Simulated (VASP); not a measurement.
Input for VASP

File KPOINTS:
```
Automatic mesh
0
Gamma
10 10 10
0 0 0
```

File POSCAR:
```
BeSe
1
    0.0000000000     2.3988090499     2.3988090499
    2.3988090499    -0.0000000000     2.3988090499
    2.3988090499     2.3988090499    -0.0000000000
Be Se
1 1
Direct
  0.0000000000   0.0000000000   0.0000000000
  0.5000000000   0.5000000000   0.5000000000
```

**INCAR**
```
ISIF=3   # ions, shape and volume
PREC=Accurate
SIGMA=0.05
LCHARG=.False.
LASPH=.True.   # aspherical one-centre terms
LWAVE=.False.
PSTRESS=50
NSW=40
LMAXMIX=4
EDIFFG=-0.02
NELM=100   # most electronic steps
SYSTEM=BeSe
GGA=PS
IBRION=2   # conjugate gradients
EDIFF=1E-6
LREAL=.False.
ENCUT=500   # plane-wave cut-off (eV)
ISMEAR=0   # Gaussian
ALGO=Normal
```

POTCAR, in this order: Be Se (PBE.64 set). Program: vasp_std.

Q: Translate this PBEsol calculation to Ansatz.

A: One equivalent input (not run):
Ansatz 0.2 input:
```yaml
crystal:
  lattice:
    - [0.0000000, 2.3988090, 2.3988090]
    - [2.3988090, 0.0000000, 2.3988090]
    - [2.3988090, 2.3988090, 0.0000000]
  atoms:
    - { symbol: Be, position: [0.0000000, 0.0000000, 0.0000000] }
    - { symbol: Se, position: [0.5000000, 0.5000000, 0.5000000] }
kpoints:
  mp_grid: { grid: [10, 10, 10] }
hamiltonian:
  xc: pbesol
  pseudopotentials: { kind: paw }
scf:
  occupations: { method: gaussian, width: 0.05 }
  max_iter: 100
relax:
  max_steps: 40
  f_tol: 0.02
  cell: { p_target: 5 }
output: { forces: true, stress: true, eigenvalues: true }
```
The two are equivalent in intent, not identical: each code has its own PAW files, so the cut-off isn't converted (ENCUT is set for VASP's; basis.ecutwfc is left out, and Ansatz then takes the one that its files recommend); Ansatz stops its SCF on the density residual and VASP on the energy change (EDIFF).

The structure was generated: BeSe was put into the rock salt type (Fm-3m), which need not be its known phase. It was relaxed first under an external pressure of 5 GPa.
